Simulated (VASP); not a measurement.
These are PBEsol GGA, VASP's PBE PAW potentials (set 64) (plane waves; VASP) values and carry that method's errors.

VASP input:

### POSCAR
```
NaI
1.0
  0.0000000000   3.0102892181   3.0102892181
  3.0102892181   0.0000000000   3.0102892181
  3.0102892181   3.0102892181   0.0000000000
Na I
1 1
Direct
  1.0000000000   0.0000000000   0.0000000000
  0.5000000000   0.5000000000   0.5000000000
```

INCAR:
```
SYSTEM = NaI
PREC = Accurate; ENCUT = 480; LREAL = F
LASPH = T
EDIFF = 1E-7; NELM = 100; ALGO = Normal
LMAXMIX = 4
ISMEAR = 0; SIGMA = 0.05
GGA = PS
IBRION = 2; NSW = 40; ISIF = 3
EDIFFG = -0.01; PSTRESS = 50
LWAVE = F; LCHARG = F
```

**KPOINTS**
```
Regular mesh
0
G
 8 8 8
0 0 0
```

POTCAR, in this order: Na_pv I (PBE.64 set). Program: vasp_std.

**Question.** What will the output report for the number of irreducible k-points (NKPTS), number of bands (NBANDS), largest plane-wave count, number of space-group operations, FFT grid (NGX, NGY, NGZ)?

**Answer.** 
```json
{
 "number of irreducible k-points (NKPTS)": "29",
 "number of bands (NBANDS)": "11",
 "largest_plane_wave_count": "1322",
 "number_of_space_group_operations": "48",
 "FFT grid (NGX, NGY, NGZ)": "30 × 30 × 30"
}
```

The compound is NaI in the rock salt structure. It was relaxed first under an external pressure of 5 GPa.
